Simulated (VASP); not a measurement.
OSZICAR of a VASP run on Cd (space group P6_3/mmc):

### OSZICAR
```
       N       E                     dE             d eps       ncg     rms          rms(c)
DAV:   1     0.136108152719E+03    0.13611E+03   -0.95171E+03  6976   0.993E+02
DAV:   2     0.162772525246E+01   -0.13448E+03   -0.12971E+03  7472   0.321E+02
DAV:   3    -0.164646355788E+01   -0.32742E+01   -0.32650E+01  8080   0.577E+01
DAV:   4    -0.165232322172E+01   -0.58597E-02   -0.58581E-02  7400   0.215E+00
DAV:   5    -0.165234216139E+01   -0.18940E-04   -0.18940E-04  8000   0.121E-01    0.516E+00
DAV:   6    -0.155789347893E+01    0.94449E-01   -0.24611E-01  7504   0.634E+00    0.401E+00
DAV:   7    -0.154962234956E+01    0.82711E-02   -0.29809E-02  7456   0.177E+00    0.192E+00
DAV:   8    -0.154910808229E+01    0.51427E-03   -0.20087E-03  7368   0.521E-01    0.625E-01
DAV:   9    -0.154903913159E+01    0.68951E-04   -0.60336E-04  7720   0.319E-01    0.557E-02
DAV:  10    -0.154907941275E+01   -0.40281E-04   -0.29470E-05  7432   0.514E-02    0.337E-02
DAV:  11    -0.154908172254E+01   -0.23098E-05   -0.15223E-06  6208   0.173E-02    0.255E-03
DAV:  12    -0.154908167997E+01    0.42568E-07   -0.16926E-08  3928   0.138E-03
   1 F= -.15490817E+01 E0= -.15343037E+01  d E =-.295560E-01  mag=    -0.0000    -0.0000    -0.0000
```

### Question
Which electronic solver shows in the log?

### Answer
It is blocked Davidson (ALGO = Normal, or the opening steps of other solvers). The INCAR had ALGO = Normal.

### Question
How was spin treated?

### Answer
With non-collinear spinors: mag has three components.

### Question
Can the final energy be trusted as converged?

### Answer
Self-consistency was reached. It stopped with EDIFF = 1E-6, NELM = 100 (PBE GGA with spin-orbit coupling, plane waves, VASP's PBE PAW potentials (set 64)).

The structure is a typed Cd crystal. The cell was not relaxed at this level. The run is one of a series of settings (GGA_COMPAT = .FALSE., LNONCOLLINEAR = .TRUE., LSORBIT = .TRUE., MAGMOM = 0.0 0.0 0.0 0.0 0.0 0.0, program vasp_ncl against the base run), some of them coarse on purpose.
